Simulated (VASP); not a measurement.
Method: revPBE GGA, VASP's PBE PAW potentials (set 64) (plane waves; VASP 6.6.1).

VASP ran on this input.

### POSCAR
```
GdN
1
    0.0000000000     2.5038216125     2.5038216125
    2.5038216125     0.0000000000     2.5038216125
    2.5038216125     2.5038216125     0.0000000000
Gd N
1 1
Direct
  0.0000000000   0.0000000000   0.0000000000
  0.5000000000   0.5000000000   0.5000000000
```

### INCAR
```
# general
SYSTEM  = GdN
PREC    = Accurate
ENCUT   = 520
LREAL   = .False.
LASPH   = .True.

# electronic loop
EDIFF   = 1E-7
NELM    = 100
ALGO    = Normal
LMAXMIX = 6

# smearing
ISMEAR  = -5

# functional
GGA     = RE

# ions
ISIF    = 2

# output
LWAVE   = .False.
LCHARG  = .True.
LORBIT  = 11
NEDOS   = 601
```

KPOINTS:
```
K-points
0
gamma
 10 10 10
```

POTCAR, in this order: Gd_3 N (PBE.64 set). Program: vasp_std.

Output

File OSZICAR:
```
       N       E                     dE             d eps       ncg     rms          rms(c)
DAV:   1     0.462029677029E+02    0.46203E+02   -0.68877E+03  1034   0.117E+03
DAV:   2    -0.142328354033E+02   -0.60436E+02   -0.57292E+02  1362   0.242E+02
DAV:   3    -0.176614056178E+02   -0.34286E+01   -0.33375E+01  1336   0.450E+01
DAV:   4    -0.177358478621E+02   -0.74442E-01   -0.74301E-01  1333   0.554E+00
DAV:   5    -0.177371546087E+02   -0.13067E-02   -0.13064E-02  1369   0.584E-01    0.260E+01
DAV:   6    -0.156241076720E+02    0.21130E+01   -0.18792E+01  1202   0.261E+01    0.239E+01
DAV:   7    -0.154461013818E+02    0.17801E+00   -0.14748E+00  1183   0.783E+00    0.165E+01
DAV:   8    -0.154557473815E+02   -0.96460E-02   -0.12789E-01  1130   0.381E+00    0.601E+00
DAV:   9    -0.154501706654E+02    0.55767E-02   -0.22238E-02  1283   0.116E+00    0.676E-01
DAV:  10    -0.154505969001E+02   -0.42623E-03   -0.81595E-04  1417   0.265E-01    0.495E-01
DAV:  11    -0.154505852405E+02    0.11660E-04   -0.23399E-04  1304   0.109E-01    0.333E-02
DAV:  12    -0.154505874357E+02   -0.21951E-05   -0.87159E-06  1262   0.294E-02    0.158E-02
DAV:  13    -0.154505872766E+02    0.15905E-06   -0.23658E-06  1433   0.103E-02    0.540E-03
DAV:  14    -0.154505874046E+02   -0.12802E-06   -0.98695E-08   903   0.318E-03    0.506E-04
DAV:  15    -0.154505874306E+02   -0.26000E-07   -0.11288E-08   793   0.887E-04
   1 F= -.15450587E+02 E0= -.15450587E+02  d E =0.000000E+00
```

### OUTCAR
```
------------------------ aborting loop because EDIFF is reached ----------------------------------------
  FORCE on cell =-STRESS in cart. coord.  units (eV):
  Direction    XX          YY          ZZ          XY          YZ          ZX
  --------------------------------------------------------------------------------------
  Total       -0.0035379     -0.0035379     -0.0035379      0.0000000     -0.0000000      0.0000000
  in kB       -0.1805582     -0.1805582     -0.1805582      0.0000000     -0.0000000      0.0000000
  external PRESSURE =      -0.1805582 kB  Pullay stress =       0.0000000 kB
  volume of cell :       31.39
      direct lattice vectors                 reciprocal lattice vectors
     0.000000000  2.503821612  2.503821612    -0.199694738  0.199694738  0.199694738
     2.503821612  0.000000000  2.503821612     0.199694738 -0.199694738  0.199694738
     2.503821612  2.503821612  0.000000000     0.199694738  0.199694738 -0.199694738
 POSITION                                       TOTAL-FORCE (eV/Angst)
 -----------------------------------------------------------------------------------
      0.00000      0.00000      0.00000        -0.000000      0.000000     -0.000000
      2.50382      2.50382      2.50382         0.000000     -0.000000      0.000000
 -----------------------------------------------------------------------------------
    total drift:                                0.000000      0.000000      0.000000
  FREE ENERGIE OF THE ION-ELECTRON SYSTEM (eV)
  ---------------------------------------------------
  free  energy   TOTEN  =       -15.4505874306 eV

  energy  without entropy=      -15.4505874306  energy(sigma->0) =      -15.45058743

 total charge

# of ion       s       p       d       tot
------------------------------------------
    1        0.256   6.574   1.227   8.057
    2        1.251   2.385   0.000   3.636
--------------------------------------------------
tot          1.508   8.959   1.227  11.693
```
(Selected blocks of OUTCAR.)

The 4f electrons are frozen in the core of the lanthanide potential, so 4f levels, which can set the real gap, and their magnetism are missing.

The compound is GdN in the rock salt structure. It was relaxed first.
